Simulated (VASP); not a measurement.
Consider the following.

```xyz
1
Lattice="2.9295 0.0000 0.0000 0.0000 2.9295 0.0000 0.0000 0.0000 2.9295" Properties=species:S:1:pos:R:3 pbc="T T T"
Hf     0.0000     0.0000     0.0000
```

These are r2SCAN meta-GGA, VASP's PBE PAW potentials (set 64) (plane waves; VASP) values and carry that method's errors. Numerical set-up: 400 eV cut-off, 11×11×11 Γ-centred mesh, first-order Methfessel-Paxton smearing of 0.10 eV, potentials Hf_pv.

Energy and stress use the plane-wave basis of the starting cell.

Q: The ions, cell shape and volume are relaxed. Predict the relaxed structure.

A: 
```xyz
1
Lattice="2.8976 0.0000 0.0000 0.0000 2.8976 0.0000 0.0000 0.0000 2.8976" Properties=species:S:1:pos:R:3 pbc="T T T"
Hf     0.0000     0.0000     0.0000
```
Space group Pm-3m (221), at a tolerance of 0.03 Å.

Q: How do energy and volume change from the first to the last step?

A: The energy (σ→0) changes by -5.5 meV/atom and the volume by -3.2 %, in 3 ionic steps.

```csv
step,E(σ→0) (eV),max force (eV/Å),pressure (GPa),volume (Å³)
1,-43.9209,0.000,-2.25,25.14
2,-43.9247,0.000,1.34,23.88
3,-43.9265,0.000,0.01,24.33
```

The structure was generated: Hf was put into the simple-cubic type (Pm-3m), which need not be its known phase. This run relaxes it. Symmetry was kept, so distortions that lower it aren't found.
